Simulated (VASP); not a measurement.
A run of VASP 6.6.1:

File INCAR:

```
SYSTEM = ZrBeB
  PREC = Accurate
  ENCUT = 520
  EDIFF = 1E-7
  ISMEAR = 0
  SIGMA = 0.1
  LREAL = .FALSE.
  LASPH = .TRUE.
  NELM = 100
  ALGO = Fast
  ISIF = 2
  LWAVE = .FALSE.
  LCHARG = .FALSE.
  GGA = PS
  NBANDS = 16
```

File KPOINTS:

```
regular mesh
0
G
  15 15 12
  0 0 0
```

The input POSCAR:

```
ZrBeB
1.0
    3.2592370086      0.0000000000      0.0000000000
   -1.6296185043      2.8225820464      0.0000000000
    0.0000000000      0.0000000000      3.5337709131
Zr Be B
1 1 1
Direct
    0.0000000000      0.0000000000      0.0000000000
    0.3333333333      0.6666666667      0.5000000000
    0.6666666667      0.3333333333      0.5000000000
```

Potentials or basis: VASP PAW PBE potentials, release 64 (Zr_sv, Be, B).

Launch:

```sh
$ cat potpaw_PBE.64/Zr_sv/POTCAR potpaw_PBE.64/Be/POTCAR potpaw_PBE.64/B/POTCAR > POTCAR
$ mpirun -np 1 vasp_std > vasp.out
```

Hardware: 1 thread of Intel(R) Xeon(R) 6975P-C (Granite Rapids), with other jobs on the host.

Problem. How long does it take, and how much memory?

Solution. It took 50 s on 1 thread of Intel(R) Xeon(R) 6975P-C (Granite Rapids), with other jobs on the host, peak memory 0.22 GiB. Counts: scf iterations 21, k points 189.
